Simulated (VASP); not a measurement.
VASP runs on TiTe2 share one base input (PBE GGA, plane waves, VASP's PBE PAW potentials (set 64)) and change the settings named in each case.

KPOINTS:
```
Automatic mesh
0
Gamma
5 5 1
0 0 0
```

### INCAR
```
ALGO  =  Normal
EDIFF  =  1E-6
ENCUT  =  300
GGA  =  PE
ISIF  =  2
ISMEAR  =  0
LASPH  =  .True.
LCHARG  =  .False.
LMAXMIX  =  4
LREAL  =  .False.
LWAVE  =  .False.
NELM  =  100
PREC  =  Accurate
SIGMA  =  0.2
SYSTEM  =  TiTe2
```

File POSCAR:
```
TiTe2
1
    3.8438700000     0.0000000000     0.0000000000
   -1.9219360000     3.3288890000     0.0000000000
    0.0000000000     0.0000000000    17.1706300000
Ti Te
1 2
Direct
  0.0000000000   0.0000000000   0.5000000000
  0.3333330000   0.6666670000   0.5923270000
  0.6666670000   0.3333330000   0.4076730000
```

POTCAR, in this order: Ti_sv Te (PBE.64 set). Program: vasp_std.

```csv
change,E(σ→0) (eV/atom),largest force (eV/Å),−TS (eV)
base run,-5.3409,1.056,-0.0278
KPOINTS 11×11×1 Γ-centred mesh,-5.3475,1.034,-0.0196
ISYM = 0,-5.3409,1.056,-0.0278
"ISPIN = 2, MAGMOM = 1.0 0.0 0.0",-5.3409,1.056,-0.0278
IVDW = 13,-5.6412,[?],-0.0278
```

**Question.** Fill in the missing entries.

**Answer.** 
- IVDW = 13, largest force (eV/Å): 0.934

Energies of different potentials or functionals have different zeros.  The cell holds a wide vacuum, so values per volume refer to the whole cell. Unless said otherwise, spin-orbit coupling is left out, though it shifts the bands of the heavy elements here.

Left out are runs that ran out of time, are held back, or changed the cell or the kind of run, fixed moments of cells without a moment, rows past the twelfth, gaps on odd meshes, pressures of charged cells and columns that move by less than the noise.

The cell is a sheet or thin cut with vacuum, built from a generated structure.
